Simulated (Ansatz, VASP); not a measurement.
# Cross-check of GaFe3 between VASP and Ansatz, part 3 of 3

Aim: how closely do two programs agree when they are given the same cell, functional and k mesh?

VASP 6.6.1 and Ansatz 0.2.0.

So far. Step 4 (Differences): The walks stopped with -0.03 GPa left in Ansatz and 0.12 GPa in VASP; each walk ends within a tolerance, so the volume difference is uncertain by about these residues over the bulk modulus, most in soft cells.

### Step 5. VASP: relaxation, PBEsol (continued)

Level of this step: PBEsol, spin-polarised from a ferromagnetic start; plane waves and PAW (Ga, Fe) (VASP).

Numbers of over 12 decimals in the logs are rounded to 6 here.

From OUTCAR (step 5):

```text
  Total       -6.2518008     -5.9557432     -6.2202672     -0.0056037      0.0054809      0.0128573
  in kB      -53.6659433    -51.1245620    -53.3952562     -0.0481026      0.0470486      0.1103684
  external PRESSURE =     -52.7285872 kB  Pullay stress =       0.0000000 kB

 POSITION                                       TOTAL-FORCE (eV/Angst)
 -----------------------------------------------------------------------------------
      3.59883      3.59712      0.00092        -0.004394     -0.005240      0.005299
      3.59654     -0.00201      3.60040         0.003229     -0.013807      0.002942
      3.59563     -0.00333      0.00471         0.009396     -0.005921     -0.010961
      1.77725      1.77878     -0.00141        -0.002975      0.008807      0.008480
      1.81783      1.81699      3.60625         0.003190     -0.013314     -0.012196
      1.77769      5.41314      0.00063        -0.003369      0.004416      0.002418
      5.41879      1.77585      0.00423         0.002812      0.020494     -0.006109
      1.76694     -0.00407      1.77623         0.016958     -0.001767     -0.006586
      1.76725     -0.00647      5.42893         0.022070      0.005964     -0.003225
      1.82583      3.59778      1.82765        -0.009642     -0.010080      0.004305
      1.82952      3.59849     -1.82606        -0.019686     -0.006617      0.015819
      0.00219      1.78415      1.78012        -0.013424     -0.014275      0.009738
      3.59663     -1.82134      1.82640        -0.000078      0.007342     -0.016441
     -0.00070      5.40940      1.78014        -0.007234      0.016233      0.015138
      3.59421      1.81240      1.82453         0.003147      0.007765     -0.008621
 -----------------------------------------------------------------------------------
    total drift:                                0.003622      0.000691     -0.001552

  FREE ENERGIE OF THE ION-ELECTRON SYSTEM (eV)
  ---------------------------------------------------
  free  energy   TOTEN  =      -116.1115560389 eV

  energy  without entropy=     -116.1166118088  energy(sigma->0) =     -116.11324130

 magnetization (x)
# of ion       s       p       d       tot
------------------------------------------
    1       -0.018  -0.180   0.020  -0.178
    2       -0.018  -0.180   0.020  -0.178
    3       -0.018  -0.180   0.020  -0.178
    4        0.001  -0.006   2.434   2.430
    5        0.001  -0.006   2.434   2.430
    6        0.001  -0.006   2.433   2.429
    7        0.001  -0.006   2.435   2.430
    8        0.002  -0.006   2.440   2.436
    9        0.002  -0.006   2.440   2.436
   10        0.001  -0.006   2.439   2.435
   11        0.002  -0.006   2.441   2.436
   12        0.001  -0.006   2.433   2.429
   13        0.001  -0.006   2.434   2.430
   14        0.001  -0.006   2.432   2.428
   15        0.001  -0.006   2.433   2.429
--------------------------------------------------
tot         -0.035  -0.610  29.289  28.644

[... 1 part as in an earlier step ...]

[... 3 further parts left out ...]
[key lines of the parts left out:]
E-fermi :   5.0199
```

### Step 6. Ansatz: single point, PBEsol

The same cell, functional, mesh and smearing now go to Ansatz, which takes its cutoff from its data sets.

The structure compared here is the end of the VASP relaxation.

input.yaml reads:

```yaml
crystal:
  lattice:
    - [-3.60013665, 3.60013665, 3.60013665]
    - [3.60013665, -3.60013665, 3.60013665]
    - [3.60013665, 3.60013665, -3.60013665]
  atoms:
    - { symbol: Ga, position: [0.49970801, 0.49994608, 0.99939966] }
    - { symbol: Ga, position: [0.49975696, 0.99953598, 0.49922086] }
    - { symbol: Ga, position: [0.00019215, 0.50002929, 0.49891224] }
    - { symbol: Fe, position: [0.24684676, 0.24663394, 0.49387372], spin: 3.0 }
    - { symbol: Fe, position: [0.75319975, 0.75331563, 0.50481755], spin: 3.0 }
    - { symbol: Fe, position: [0.75188434, 0.24698052, 0.99868871], spin: 3.0 }
    - { symbol: Fe, position: [0.24722388, 0.75316847, 0.9992184], spin: 3.0 }
    - { symbol: Fe, position: [0.24612466, 0.49208901, 0.24483496], spin: 3.0 }
    - { symbol: Fe, position: [0.75309154, 0.99943121, 0.24454367], spin: 3.0 }
    - { symbol: Fe, position: [0.75350345, 0.50740871, 0.75325169], spin: 3.0 }
    - { symbol: Fe, position: [0.2461609, 0.00048083, 0.75386209], spin: 3.0 }
    - { symbol: Fe, position: [0.49501887, 0.24753473, 0.2480935], spin: 3.0 }
    - { symbol: Fe, position: [0.0007023, 0.75317054, 0.24655867], spin: 3.0 }
    - { symbol: Fe, position: [0.99850918, 0.24713609, 0.75117981], spin: 3.0 }
    - { symbol: Fe, position: [0.50510985, 0.75257532, 0.7508895], spin: 3.0 }
hamiltonian:
  xc: pbesol
  pseudopotentials: { kind: paw }
magnetization:
  spin_polarized: true
kpoints:
  mp_grid: { grid: [4, 4, 4] }
scf:
  occupations: { method: methfessel_paxton, width: 0.15 }
  n_extra_bands: 27
output:
  forces: true
  eigenvalues: true
  write_density: true
  write_potential: true
  elf: true
  volumetric_format: npy
```

Launch:

```bash
$ ansatz run input.yaml --threads 4 --pin off --max-ram 9216MiB --backend cpu --events-out ev --progress --plain --runs-dir out
```

What it wrote:

```text
Warning: the band count 143 (scf.n_extra_bands) hosts the net moment |M| = 36.0000 μB (N_el = 231) but caps the reachable moment at 2·n_bands − N_el = 55.0000 μB, below the 161 bands that the automatic rule leaves for it — a moment growing past the seed, or the majority channel's smearing tail, pins there with fewer empty majority states than that count leaves; raise or omit scf.n_extra_bands unless the cap is intended
[...]
k-point 0 ↑: bands = [... 112 lower, 15.0018, 15.0020, 15.0033, 15.2891, 15.2943, 15.3565, 15.3572, 15.4166, ... 23 higher]
  k-point 1 ↑: bands = [... 112 lower, 14.9767, 14.9924, 15.0511, 15.2064, 15.2774, 15.3291, 15.4385, 15.4492, ... 23 higher]
  k-point 2 ↑: bands = [... 112 lower, 15.0068, 15.1263, 15.1798, 15.1999, 15.2242, 15.2467, 15.2686, 15.4069, ... 23 higher]
  k-point 35 ↓: bands = [... 112 lower, 17.3466, 17.3474, 17.3497, 17.3560, 17.4004, 17.4011, 17.4078, 17.4468, ... 23 higher]
[key lines of the parts left out:]
SCF converged after 24 iterations
Magnetization: 28.8771 μB (129.9385 up, 101.0615 down)
Free energy (F): -64614.700164 eV
Fermi energy:    16.400559 eV
```

The job ended after 98 s (4 threads of Intel Xeon Platinum 8488C (Sapphire Rapids), shared host; peak memory 1.9 GiB; 6.3 min of CPU time).

### Step 7. Differences

What differs besides the data sets and the points named for the pairs above, as far as they apply: the data sets hold 231 valence electrons in Ansatz (default PAW (the set named soft_2) files) and 105 in VASP; the cutoff is 420 eV in Ansatz and 280 eV in VASP (PREC = Normal, projectors in real space). Total energies have different zeros and are not compared.

Both answers:

| quantity | Ansatz | VASP | difference |
| --- | --- | --- | --- |
| total moment (μB) | 28.88 | 29.03 | -0.15 |
| moment on Fe8 (μB) | 2.43 | 2.44 | 0.00 |
| moment on Fe9 (μB) | 2.43 | 2.44 | 0.00 |
| moment on Fe11 (μB) | 2.43 | 2.44 | 0.00 |
| moment on Fe10 (μB) | 2.43 | 2.44 | 0.00 |
| moment on Fe13 (μB) | 2.43 | 2.43 | 0.00 |
| moment on Fe4 (μB) | 2.43 | 2.43 | 0.00 |
| moment on Fe5 (μB) | 2.43 | 2.43 | 0.00 |
| moment on Fe7 (μB) | 2.42 | 2.43 | -0.01 |

At this near-relaxed geometry the largest component of a force difference is 15 meV/Å.

### Step 8. Results

| Item | Value |
| --- | --- |
| difference in volume (relaxation of cell and atoms, PBEsol) | -0.032 % |
| difference in total moment (single point, PBEsol) | -0.15 μB |
| r.m.s. force difference (single point, PBEsol) | 8.4 meV/Å |

In words: The r.m.s. force difference is 8.4 meV/Å (single point, PBEsol), within the 12 meV/Å picked in this series as the mark of a large difference. How closely two codes agree says nothing of how well the functional describes the real material.

[Lines on the potential files, build, host, timing and source positions are cut from VASP's logs without a mark.]

[Logs are printed without paths, hosts, clocks, repeated set-up lines and the standing remarks that a program may print on its own settings, such as how far it seeks lower states.]

[Hosts, paths, dates, database ids (printed as entryN), source tags and the programs' standing remarks are cut or masked in the printed files.]
